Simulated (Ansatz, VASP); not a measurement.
## Sr3Ag: VASP beside Ansatz

```
Sr Ag
1.0
     5.49087    0.00000    0.00000
     0.00000    5.49087    0.00000
     0.00000    0.00000    5.49087
Sr Ag
3 1
Direct
  0.00000 0.50000 0.50000
  0.50000 0.00000 0.50000
  0.50000 0.50000 0.00000
  0.00000 0.00000 0.00000
```

The cell comes from a database or a generator and needn't be the stable form of this composition.

Alike in both runs: task single point; functional PBE; k mesh 4 × 4 × 4; no spin polarisation.

|  | VASP | Ansatz |
| --- | --- | --- |
| version | VASP 6.6.1 | Ansatz 0.2.0 |
| potentials or method | VASP PAW PBE potentials, release 64 (Sr_sv, Ag) | plane waves, PAW |
| plane-wave cutoff (eV) | 520 | 510 |
| occupations | methfessel-paxton of order 1, width 0.1 eV | cold, width 0.1 eV |
| valence electrons in the cell | 41 | 49 |

```tsv
	VASP	Ansatz	Ansatz less VASP
pressure (GPa)	-0.1	-0.1	-0.04
```

The two sets of potentials don't hold the same shells in valence.
